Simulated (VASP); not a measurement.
Method: PBE GGA, VASP's PBE PAW potentials (set 64) (plane waves; VASP).

VASP input:

### INCAR
```
ALGO  =  Normal   # blocked Davidson
GGA  =  PE
ENCUT  =  775   # plane-wave cut-off (eV)
NELM  =  100   # most electronic steps
SIGMA  =  0.05   # width (eV)
PREC  =  Accurate
LCHARG  =  .FALSE.
ISMEAR  =  0   # Gaussian
LWAVE  =  .FALSE.
LASPH  =  .TRUE.   # aspherical one-centre terms
LREAL  =  .FALSE.
SYSTEM  =  SbAs
ISIF  =  2
LMAXMIX  =  4   # l cut-off of mixed one-centre charges
EDIFF  =  1E-6
```

### KPOINTS
```
K-points
0
Gamma
6 6 4
0 0 0
```

POSCAR:
```
SbAs
1
    4.2518410000     0.0000000000     0.0000000000
   -2.1259210000     3.6822020000     0.0000000000
    0.0000000000     0.0000000000     5.9260260000
As Sb
2 2
Direct
  0.0000000000   0.0000000000   0.0000000000
  0.0000000000   0.0000000000   0.5000000000
  0.3333330000   0.6666670000   0.2500000000
  0.6666670000   0.3333330000   0.7500000000
```

POTCAR, in this order: As Sb (PBE.64 set). Program: vasp_std.

The resulting files:

OSZICAR:
```
       N       E                     dE             d eps       ncg     rms          rms(c)
DAV:   1     0.115198788165E+03    0.11520E+03   -0.98040E+03   588   0.166E+03
DAV:   2    -0.818632376195E+01   -0.12339E+03   -0.12098E+03   764   0.209E+02
DAV:   3    -0.160783766425E+02   -0.78921E+01   -0.77585E+01   780   0.555E+01
DAV:   4    -0.162095658683E+02   -0.13119E+00   -0.13037E+00   684   0.759E+00
DAV:   5    -0.162112905235E+02   -0.17247E-02   -0.17238E-02   762   0.936E-01    0.482E+00
DAV:   6    -0.161221045275E+02    0.89186E-01   -0.28839E-01   692   0.225E+00    0.296E+00
DAV:   7    -0.161169506788E+02    0.51538E-02   -0.30289E-02   696   0.101E+00    0.851E-01
DAV:   8    -0.161157941007E+02    0.11566E-02   -0.28987E-03   702   0.306E-01    0.115E-01
DAV:   9    -0.161158120496E+02   -0.17949E-04   -0.56418E-04   684   0.147E-01    0.709E-02
DAV:  10    -0.161158095240E+02    0.25256E-05   -0.19753E-05   708   0.307E-02    0.344E-02
DAV:  11    -0.161158096104E+02   -0.86373E-07   -0.27247E-05   682   0.277E-02    0.733E-03
DAV:  12    -0.161158091576E+02    0.45276E-06   -0.35637E-06   466   0.113E-02
   1 F= -.16115809E+02 E0= -.16112536E+02  d E =-.654700E-02
```

OUTCAR:
```
------------------------ aborting loop because EDIFF is reached ----------------------------------------
  FORCE on cell =-STRESS in cart. coord.  units (eV):
  Direction    XX          YY          ZZ          XY          YZ          ZX
  --------------------------------------------------------------------------------------
  Total        3.8535021      3.8535014      8.7696181     -0.0000005      0.0000000      0.0000000
  in kB       66.5453942     66.5453827    151.4408673     -0.0000090      0.0000000      0.0000000
  external PRESSURE =      94.8438814 kB  Pullay stress =       0.0000000 kB
  volume of cell :       92.78
      direct lattice vectors                 reciprocal lattice vectors
     4.251841000  0.000000000  0.000000000     0.235192238  0.135788346  0.000000000
    -2.125921000  3.682202000  0.000000000     0.000000000  0.271576627  0.000000000
     0.000000000  0.000000000  5.926026000     0.000000000  0.000000000  0.168747150
 POSITION                                       TOTAL-FORCE (eV/Angst)
 -----------------------------------------------------------------------------------
      0.00000      0.00000      0.00000        -0.000000      0.000000      0.000000
      0.00000      0.00000      2.96301         0.000000      0.000000      0.000000
     -0.00000      2.45480      1.48151        -0.000000      0.000000     -0.000000
      2.12592      1.22740      4.44452         0.000000     -0.000000      0.000000
 -----------------------------------------------------------------------------------
    total drift:                                0.000000     -0.000000      0.000000
  FREE ENERGIE OF THE ION-ELECTRON SYSTEM (eV)
  ---------------------------------------------------
  free  energy   TOTEN  =       -16.1158091576 eV

  energy  without entropy=      -16.1092621538  energy(sigma->0) =      -16.11253566
```
(Selected blocks of OUTCAR.)

The structure was generated: SbAs was put into the NiAs type (P6_3/mmc), which need not be its known phase. The cell was not relaxed at this level. The run is one of a series of settings (ENCUT = 775 against the base run), some of them coarse on purpose.
